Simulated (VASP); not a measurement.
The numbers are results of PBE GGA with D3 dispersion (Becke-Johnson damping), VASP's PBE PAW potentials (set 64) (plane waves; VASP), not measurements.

VASP ran on this input.

POSCAR:
```
SrTiO3
1
    3.9147366625    -0.0000000000     0.0000000000
   -0.0000000000     3.9147366625     0.0000000000
   -0.0000000000    -0.0000000000     3.9147366625
Sr Ti O
1 1 3
Direct
  0.5000000000   0.5000000000   0.5000000000
  0.0000000000   0.0000000000   0.0000000000
  0.5000000000   0.0000000000   0.0000000000
  0.0000000000   0.5000000000   0.0000000000
  0.0000000000   0.0000000000   0.5000000000
```

INCAR:
```
ICHARG=11   ! fixed density
ENCUT=520   ! plane-wave cut-off (eV)
LCHARG=.FALSE.
PREC=Accurate
NELM=100   ! most electronic steps
EDIFF=1E-7   ! SCF stop (eV)
ISMEAR=0   ! Gaussian
LASPH=.TRUE.   ! aspherical one-centre terms
ALGO=Normal
IVDW=12   ! D3, Becke-Johnson
SIGMA=0.05   ! width (eV)
LWAVE=.FALSE.
SYSTEM=SrTiO3
GGA=PE   ! PBE
LREAL=.FALSE.   ! projection in real space or not
LMAXMIX=4   ! l cut-off of mixed one-centre charges
LORBIT=11   ! lm-projected
```

File KPOINTS:
```
k-points along high-symmetry lines
15
Line-mode
Reciprocal
  0.000000   0.000000   0.000000 ! GAMMA
  0.000000   0.500000   0.000000 ! X

  0.000000   0.500000   0.000000 ! X
  0.500000   0.500000   0.000000 ! M

  0.500000   0.500000   0.000000 ! M
  0.000000   0.000000   0.000000 ! GAMMA

  0.000000   0.000000   0.000000 ! GAMMA
  0.500000   0.500000   0.500000 ! R

  0.500000   0.500000   0.500000 ! R
  0.000000   0.500000   0.000000 ! X

  0.500000   0.500000   0.500000 ! R
  0.500000   0.500000   0.000000 ! M
```

POTCAR, in this order: Sr_sv Ti_sv O (PBE.64 set). Program: vasp_std. Read from the step before: CHGCAR.

The resulting files:

OUTCAR:
```
 ion  position               nearest neighbor table
   1  0.500  0.500  0.500-   3 2.77   4 2.77   5 2.77   3 2.77   4 2.77   3 2.77   5 2.77   3 2.77
                             4 2.77   5 2.77   4 2.77   5 2.77   2 3.39   2 3.39   2 3.39   2 3.39
   2  0.000  0.000  0.000-   3 1.96   4 1.96   5 1.96   5 1.96   4 1.96   3 1.96   1 3.39   1 3.39
                             1 3.39   1 3.39   1 3.39   1 3.39   1 3.39   1 3.39
   3  0.500  0.000  0.000-   2 1.96   2 1.96   1 2.77   1 2.77   1 2.77   1 2.77
   4  0.000  0.500  0.000-   2 1.96   2 1.96   1 2.77   1 2.77   1 2.77   1 2.77
   5  0.000  0.000  0.500-   2 1.96   2 1.96   1 2.77   1 2.77   1 2.77   1 2.77
  LATTYP: Found a simple cubic cell.
 ALAT       =     3.9147366625
 Subroutine PRICEL returns:
 Original cell was already a primitive cell.
 Subroutine GETGRP returns: Found 48 space group operations
The static configuration has the point symmetry O_h .
The dynamic configuration has the point symmetry O_h .
 Subroutine INISYM returns: Found 48 space group operations
   k-points           NKPTS =     90   k-points in BZ     NKDIM =     90   number of bands    NBANDS=     24
   number of dos      NEDOS =    301   number of ions     NIONS =      5
   total plane-waves  NPLWV =  27000
   dimension x,y,z NGX =    30 NGY =   30 NGZ =   30
   dimension x,y,z NGXF=    60 NGYF=   60 NGZF=   60
   ions per type =               1   1   3
   PREC   = accura    normal or accurate (medium, high low for compatibility)
   ISTART =      0    job   : 0-new  1-cont  2-samecut
   ICHARG =     11    charge: 1-file 2-atom 10-const
   ISPIN  =      1    spin polarized calculation?
   LNONCOLLINEAR =      F non collinear calculations
   LSORBIT =      F    spin-orbit coupling
   INIWAV =      1    electr: 0-lowe 1-rand  2-diag
   ENCUT  =  520.0 eV  38.22 Ry    6.18 a.u.   7.28  7.28  7.28*2*pi/ulx,y,z
   NELM   =    100;   NELMIN=  2; NELMDL= -5     # of ELM steps
   EDIFF  = 0.1E-06   stopping-criterion for ELM
   LREAL  =      F    real-space projection
   NLSPLINE    = F    spline interpolate recip. space projectors
   LMAXMIX     =    4 max onsite mixed and CHGCAR
   VOSKOWN=      0    Vosko Wilk Nusair interpolation
   EDIFFG = 0.1E-05   stopping-criterion for IOM
   NSW    =      0    number of steps for IOM
   NBLOCK =      1;   KBLOCK =      1    inner block; outer block
   IBRION =     -1    ionic relax: 0-MD 1-quasi-New 2-CG
   NFREE  =      0    steps in history (QN), initial steepest desc. (CG)
   ISIF   =      2    stress and relaxation
   ISYM   =      2    0-nonsym 1-usesym 2-fastsym
   TEIN   =    0.0    initial temperature
   TEBEG  =    0.0;   TEEND  =   0.0 temperature during run
   SMASS  =  -3.00    Nose mass-parameter (am)
   PSTRESS=    0.0 pullay stress
   NELECT =      40.0000    total number of electrons
   EFERMI =   0.00;   METHOD = LEGACY
   ISMEAR =     0;   SIGMA  =   0.05  broadening in eV -4-tet -1-fermi 0-gaus
   IALGO  =     38    algorithm
   LDIAG  =      T    sub-space diagonalisation (order eigenvalues)
   IMIX   =      4    mixing-type and parameters
     AMIX     =   0.40;   BMIX     =  1.00
     AMIX_MAG =   1.60;   BMIX_MAG =  1.00
     AMIN     =   0.10
   GGA     = PE    functional components
   VOSKOWN =     0    Vosko Wilk Nusair interpolation
   LHFCALC =     F    Hartree Fock is set to
   LHFONE  =     F    Hartree Fock one center treatment
   AEXX    =    0.0000 exact exchange contribution
   IVDW    =    12    specifies the selected vdW correction
   LEPSILON=     F    determine dielectric tensor
   LRPA    =     F    only Hartree local field effects (RPA)
  energy-cutoff  :      520.00
  volume of cell :       59.99
      direct lattice vectors                 reciprocal lattice vectors
     3.914736663  0.000000000  0.000000000     0.255445024  0.000000000  0.000000000
     0.000000000  3.914736663  0.000000000     0.000000000  0.255445024  0.000000000
     0.000000000  0.000000000  3.914736663     0.000000000  0.000000000  0.255445024
 k-point     1 :   0.0000 0.0000 0.0000  plane waves:    1575
 k-point     2 :   0.0000 0.0357 0.0000  plane waves:    1607
 k-point     3 :   0.0000 0.0714 0.0000  plane waves:    1607
 k-point     4 :   0.0000 0.1071 0.0000  plane waves:    1623
 k-point     5 :   0.0000 0.1429 0.0000  plane waves:    1615
...
```

**OSZICAR**
```
       N       E                     dE             d eps       ncg     rms          rms(c)
DAV:   1     0.408356710184E+03    0.40836E+03   -0.21625E+04  4320   0.183E+03
DAV:   2     0.741989449776E+01   -0.40094E+03   -0.39413E+03  4784   0.485E+02
DAV:   3    -0.373118715484E+02   -0.44732E+02   -0.43117E+02  6752   0.142E+02
DAV:   4    -0.387371788202E+02   -0.14253E+01   -0.14248E+01  5456   0.263E+01
DAV:   5    -0.387910403498E+02   -0.53862E-01   -0.53861E-01  6432   0.388E+00
DAV:   6    -0.387920506970E+02   -0.10103E-02   -0.10103E-02  5744   0.509E-01
DAV:   7    -0.387920871294E+02   -0.36432E-04   -0.36432E-04  6440   0.669E-02
DAV:   8    -0.387920875559E+02   -0.42642E-06   -0.42648E-06  5736   0.828E-03
DAV:   9    -0.387920875679E+02   -0.12060E-07   -0.12066E-07  4168   0.125E-03
   1 F= -.40109455E+02 E0= -.40109455E+02  d E =-.524318E-21
```

**OUTCAR**
```
 val. band max:        4.1044541621   @ k =   0.5000   0.5000   0.5000

 cond. band min:       5.9456707101   @ k =   0.0000   0.0000   0.0000



 k-point     1 :       0.0000    0.0000    0.0000
  band No.  band energies     occupation
      1     -52.3921      2.00000
      2     -28.7085      2.00000
      3     -28.6334      2.00000
      4     -28.6334      2.00000
      5     -28.6334      2.00000
      6     -13.2967      2.00000
      7     -12.3191      2.00000
      8     -12.3191      2.00000
      9     -10.6979      2.00000
     10     -10.6979      2.00000
     11     -10.6979      2.00000
     12       1.2870      2.00000
     13       1.2870      2.00000
     14       1.2870      2.00000
     15       2.9473      2.00000
     16       2.9473      2.00000
     17       2.9473      2.00000
     18       3.7446      2.00000
     19       3.7446      2.00000
     20       3.7446      2.00000
     21       5.9457      0.00000
     22       5.9457      0.00000
     23       5.9457      0.00000
     24       8.3562      0.00000

 k-point     2 :       0.0000    0.0357    0.0000
  band No.  band energies     occupation
      1     -52.3921      2.00000
      2     -28.7102      2.00000
      3     -28.6334      2.00000
      4     -28.6334      2.00000
      5     -28.6323      2.00000
      6     -13.2968      2.00000
      7     -12.3210      2.00000
      8     -12.3188      2.00000
      9     -10.6973      2.00000
     10     -10.6973      2.00000
     11     -10.6885      2.00000
     12       1.2698      2.00000
     13       1.2862      2.00000
     14       1.2862      2.00000
     15       2.9295      2.00000
     16       2.9295      2.00000
     17       2.9352      2.00000
     18       3.6999      2.00000
     19       3.7344      2.00000
     20       3.7344      2.00000
     21       5.9476      0.00000
     22       5.9776      0.00000
     23       5.9776      0.00000
     24       8.3570      0.00000

...
```

The density is held fixed in this step, so its total energy and stress have no physical meaning.

The structure comes from a measured SrTiO3 entry (Pm-3m) of the Crystallography Open Database, whose conditions weren't checked. It was relaxed first.
